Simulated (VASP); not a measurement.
# TiC (Fm-3m) in VASP: settings compared, part 2 of 2

VASP 6.6.1.

### 4 Single point, PBE

The input, INCAR:

```
PREC = Accurate
ENCUT = 520
EDIFF = 1E-6
ISMEAR = -1
SIGMA = 0.05
LREAL = False
LASPH = True
NELM = 80
ALGO = Normal
ISIF = 2
LWAVE = False
LCHARG = False
GGA = PE
NBANDS = 15
KPAR = 4
```

The input, KPOINTS:

```
regular mesh
0
Gamma
  12 12 12
```

The input, POSCAR:

```
TiC
1.0
    0.0000000000      2.1593000000      2.1593000000
    2.1593000000      0.0000000000      2.1593000000
    2.1593000000      2.1593000000      0.0000000000
Ti C
1 1
Direct
    0.0000000000      0.0000000000      0.0000000000
    0.5000000000      0.5000000000      0.5000000000
```

Potentials or basis: VASP PAW PBE potentials, release 64 (Ti_sv, C).

Command:

```bash
> cat potpaw_PBE.64/Ti_sv/POTCAR potpaw_PBE.64/C/POTCAR > POTCAR
> mpirun -np 4 vasp_std > vasp.out
```

OUTCAR:

```text
PREC = Accurate
   ENCUT = 520
   EDIFF = 1E-6
   ISMEAR = -1
   LREAL = False
   LASPH = True
   NELM = 80
   ISIF = 2
   GGA = PE

 ion  position               nearest neighbor table
   1  0.000  0.000  0.000-   2 2.16   2 2.16   2 2.16   2 2.16   2 2.16   2 2.16
   2  0.500  0.500  0.500-   1 2.16   1 2.16   1 2.16   1 2.16   1 2.16   1 2.16

  LATTYP: Found a face centered cubic cell.
 ALAT       =     4.3186000000

  Lattice vectors:

 A1 = (   0.0000000000,   2.1593000000,   2.1593000000)
 A2 = (   2.1593000000,   0.0000000000,   2.1593000000)
 A3 = (   2.1593000000,   2.1593000000,   0.0000000000)

Analysis of symmetry for initial positions (statically):
=====================================================================
 Subroutine PRICEL returns:
 Original cell was already a primitive cell.

 Routine SETGRP: Setting up the symmetry group for a
 face centered cubic supercell.

 Subroutine GETGRP returns: Found 48 space group operations
 (whereof 48 operations were pure point group operations)
 out of a pool of 48 trial point group operations.

[... 175 lines left out ...]
      5      -2.9211      2.00000
      6      10.2135      0.00000
      7      10.2135      0.00000
      8      10.2135      0.00000
      9      11.2066      0.00000
     10      11.2066      0.00000
     11      11.2066      0.00000
     12      11.2484      0.00000
     13      11.2484      0.00000
     14      20.1315      0.00000
[... 401 lines left out ...]
      2     -23.5264      2.00000
      3     -23.2084      2.00000
      4     -23.1345      2.00000
      5       0.3742      2.00000
      6       4.2680      2.00000
      7       6.5600      2.00000
      8       6.8388      2.00000
      9      12.2763      0.00000
     10      12.3464      0.00000
     11      13.4151      0.00000
     12      16.2141      0.00000
     13      17.1984      0.00000
     14      19.6399      0.00000
     15      23.8966      0.00000

 [... further k-points ...]

------------------------ aborting loop because EDIFF is reached ----------------------------------------

  FORCE on cell =-STRESS in cart. coord.  units (eV):
  Direction    XX          YY          ZZ          XY          YZ          ZX
  --------------------------------------------------------------------------------------
  -------------------------------------------------------------------------------------
  Total        0.3484770      0.3484770      0.3484770      0.0000000     -0.0000000      0.0000000
  in kB       27.7278231     27.7278231     27.7278231      0.0000000     -0.0000000      0.0000000
  external PRESSURE =      27.7278231 kB  Pullay stress =       0.0000000 kB

 VOLUME and BASIS-vectors are now :
 -----------------------------------------------------------------------------
  energy-cutoff  :      520.00
  volume of cell :       20.14
      direct lattice vectors                 reciprocal lattice vectors
     0.000000000  2.159300000  2.159300000    -0.231556523  0.231556523  0.231556523
     2.159300000  0.000000000  2.159300000     0.231556523 -0.231556523  0.231556523
     2.159300000  2.159300000  0.000000000     0.231556523  0.231556523 -0.231556523

 POSITION                                       TOTAL-FORCE (eV/Angst)
 -----------------------------------------------------------------------------------
      0.00000      0.00000      0.00000        -0.000000     -0.000000     -0.000000
      2.15930      2.15930      2.15930         0.000000      0.000000      0.000000
 -----------------------------------------------------------------------------------
    total drift:                                0.000000     -0.000000     -0.000000

  FREE ENERGIE OF THE ION-ELECTRON SYSTEM (eV)
  ---------------------------------------------------
  free  energy   TOTEN  =       -18.7087643135 eV

  energy  without entropy=      -18.7063514943  energy(sigma->0) =      -18.70755790
```

Wall time 3.2 s (4 MPI ranks of Intel Xeon 6975P-C (Granite Rapids), shared host); peak memory 0.14 GiB.

What came out:

| Item | Value |
| --- | --- |
| Free energy | -18.7088 eV |
| Pressure | 2.8 GPa |
| Band gap on the k mesh | none (metal or under the smearing width) |

### 5 Single point, r2SCAN

INCAR, as its differences from that of step 4:

```diff
@@ -12,3 +12,4 @@
 LCHARG = False
-GGA = PE
+METAGGA = R2SCAN
+LMIXTAU = True
 NBANDS = 15
```

KPOINTS is that of step 4.

POSCAR is that of step 4.

Potentials or basis: VASP PAW PBE potentials, release 64 (Ti_sv, C).

Command:

```bash
> cat potpaw_PBE.64/Ti_sv/POTCAR potpaw_PBE.64/C/POTCAR > POTCAR
> mpirun -np 4 vasp_std > vasp.out
```

OUTCAR:

```text
PREC = Accurate
   ENCUT = 520
   EDIFF = 1E-6
   ISMEAR = -1
   LREAL = False
   LASPH = True
   NELM = 80
   ISIF = 2
   METAGGA = R2SCAN

 ion  position               nearest neighbor table
   1  0.000  0.000  0.000-   2 2.16   2 2.16   2 2.16   2 2.16   2 2.16   2 2.16
   2  0.500  0.500  0.500-   1 2.16   1 2.16   1 2.16   1 2.16   1 2.16   1 2.16

  LATTYP: Found a face centered cubic cell.
 ALAT       =     4.3186000000

  Lattice vectors:

 A1 = (   0.0000000000,   2.1593000000,   2.1593000000)
 A2 = (   2.1593000000,   0.0000000000,   2.1593000000)
 A3 = (   2.1593000000,   2.1593000000,   0.0000000000)

Analysis of symmetry for initial positions (statically):
=====================================================================
 Subroutine PRICEL returns:
 Original cell was already a primitive cell.

 Routine SETGRP: Setting up the symmetry group for a
 face centered cubic supercell.

 Subroutine GETGRP returns: Found 48 space group operations
 (whereof 48 operations were pure point group operations)
 out of a pool of 48 trial point group operations.

The static configuration has the point symmetry O_h .

[... 174 lines left out ...]
      6      10.4617      0.00000
      7      10.4617      0.00000
      8      10.4618      0.00000
      9      11.2724      0.00000
     10      11.2724      0.00000
     11      11.2724      0.00000
     12      11.3306      0.00000
     13      11.3307      0.00000
     14      20.9269      0.00000
[... 401 lines left out ...]
      2     -24.8071      2.00000
      3     -24.4750      2.00000
      4     -24.3988      2.00000
      5      -0.3387      2.00000
      6       4.1065      2.00000
      7       6.4254      2.00000
      8       6.6796      2.00000
      9      12.5602      0.00000
     10      12.6568      0.00000
     11      13.7587      0.00000
     12      16.5570      0.00000
     13      17.5946      0.00000
     14      20.2772      0.00000
     15      24.6691      0.00000

 [... further k-points ...]

------------------------ aborting loop because EDIFF is reached ----------------------------------------

  FORCE on cell =-STRESS in cart. coord.  units (eV):
  Direction    XX          YY          ZZ          XY          YZ          ZX
  --------------------------------------------------------------------------------------
  -------------------------------------------------------------------------------------
  Total        0.3371444      0.3371444      0.3371444      0.0000000      0.0000000      0.0000000
  in kB       26.8261044     26.8261044     26.8261044      0.0000000      0.0000000      0.0000000
  external PRESSURE =      26.8261044 kB  Pullay stress =       0.0000000 kB

 VOLUME and BASIS-vectors are now :
 -----------------------------------------------------------------------------
  energy-cutoff  :      520.00
  volume of cell :       20.14
      direct lattice vectors                 reciprocal lattice vectors
     0.000000000  2.159300000  2.159300000    -0.231556523  0.231556523  0.231556523
     2.159300000  0.000000000  2.159300000     0.231556523 -0.231556523  0.231556523
     2.159300000  2.159300000  0.000000000     0.231556523  0.231556523 -0.231556523

 POSITION                                       TOTAL-FORCE (eV/Angst)
 -----------------------------------------------------------------------------------
      0.00000      0.00000      0.00000         0.000000      0.000000     -0.000000
      2.15930      2.15930      2.15930        -0.000000     -0.000000      0.000000
 -----------------------------------------------------------------------------------
    total drift:                                0.000000     -0.000000     -0.000000

  FREE ENERGIE OF THE ION-ELECTRON SYSTEM (eV)
  ---------------------------------------------------
  free  energy   TOTEN  =       -24.8685801219 eV

  energy  without entropy=      -24.8662094253  energy(sigma->0) =      -24.86739477
```

stdout:

```text
POSCAR found type information on POSCAR TiC
 POSCAR found :  2 types and       2 ions
 scaLAPACK will be used
 -----------------------------------------------------------------------------
|                                                                             |
|                                                                             |
|     You enforced a specific xc type in the INCAR file but a different       |
|     I HOPE YOU KNOW WHAT YOU ARE DOING!                                     |
|                                                                             |
 -----------------------------------------------------------------------------

 LDA part: xc-table for (None), standard interpolation
 POSCAR, INCAR and KPOINTS ok, starting setup
 FFT: planning ... GRIDC
 FFT: planning ... GRID_SOFT
 FFT: planning ... GRID
 WAVECAR not read
 entering main loop
```

Wall time 12 s (4 MPI ranks of Intel Xeon 6975P-C (Granite Rapids), shared host); peak memory 0.14 GiB.

Results:

```yaml
Free_energy: -24.8686 eV
Pressure: 2.7 GPa
Band_gap_on_the_k_mesh: none (metal or under the smearing width)
```

Caveat: the PAW data sets were made with another functional, which shifts forces and pressure a little.

### 6 Single point, HSE06

POSCAR is that of step 5.

The input, INCAR.step1:

```
PREC = Accurate
ENCUT = 520
EDIFF = 1E-5
ISMEAR = -1
SIGMA = 0.05
LREAL = False
LASPH = True
NELM = 80
ALGO = Normal
ISIF = 2
LWAVE = True
LCHARG = False
NBANDS = 15
GGA = PE
KPAR = 4
```

The input, INCAR.step2:

```
PREC = Accurate
ENCUT = 520
EDIFF = 1E-6
ISMEAR = -1
SIGMA = 0.05
LREAL = False
LASPH = True
NELM = 80
ALGO = Normal
ISIF = 2
LWAVE = False
LCHARG = False
GGA = PE
LHFCALC = True
HFSCREEN = 0.2
PRECFOCK = Fast
NBANDS = 15
ISTART = 1
KPAR = 4
```

The input, KPOINTS:

```
regular mesh
0
Gamma
  7 7 7
```

Potentials or basis: VASP PAW PBE potentials, release 64 (Ti_sv, C).

Command:

```bash
> cat potpaw_PBE.64/Ti_sv/POTCAR potpaw_PBE.64/C/POTCAR > POTCAR
> cp INCAR.step1 INCAR
> mpirun -np 4 vasp_std > vasp.out
> cp INCAR.step2 INCAR
> mpirun -np 4 vasp_std > vasp.out
```

Wall time 2.3 min (4 MPI ranks of Intel Xeon 6975P-C (Granite Rapids), shared host); peak memory 0.23 GiB.

It converged, with:

| Quantity | Value |
| --- | --- |
| Free energy | -22.0862 eV |
| Pressure | -2.5 GPa |
| Band gap on the k mesh | none (metal or under the smearing width) |

Levels at points of the mesh, in eV from the Fermi level:
```csv
k point,band 6,band 7,band 8,band 9,band 10,band 11
"(0.00, 0.00, 0.00)",1.39,1.39,1.39,1.95,1.95,1.95
```

Caveat: the PAW data sets were made with another functional, which shifts forces and pressure a little.

### 7 The runs side by side

```tsv
level	potentials or basis	k mesh	grid for exact exchange (PRECFOCK)	screening parameter	gap on the mesh (eV)	pressure (GPa)
LDA	VASP PAW LDA potentials, release 64 (Ti_sv, C)	12 × 12 × 12	-	-	none	-9.9
PBE	VASP PAW PBE potentials, release 64 (Ti_sv, C)	12 × 12 × 12	-	-	none	2.8
r2SCAN	VASP PAW PBE potentials, release 64 (Ti_sv, C)	12 × 12 × 12	-	-	none	2.7
HSE06	VASP PAW PBE potentials, release 64 (Ti_sv, C)	7 × 7 × 7	Fast	0.2 1/A	none	-2.5
```

Alike in all rows: task single point; no spin polarisation; cell as given; cutoff (eV) 520; smearing fermi-dirac 0.05 eV.

Caveats: the PAW data sets were made with another functional, which shifts forces and pressure a little (some runs).

Total energies depend on the potentials used, so only differences within one code and one set of settings carry meaning.
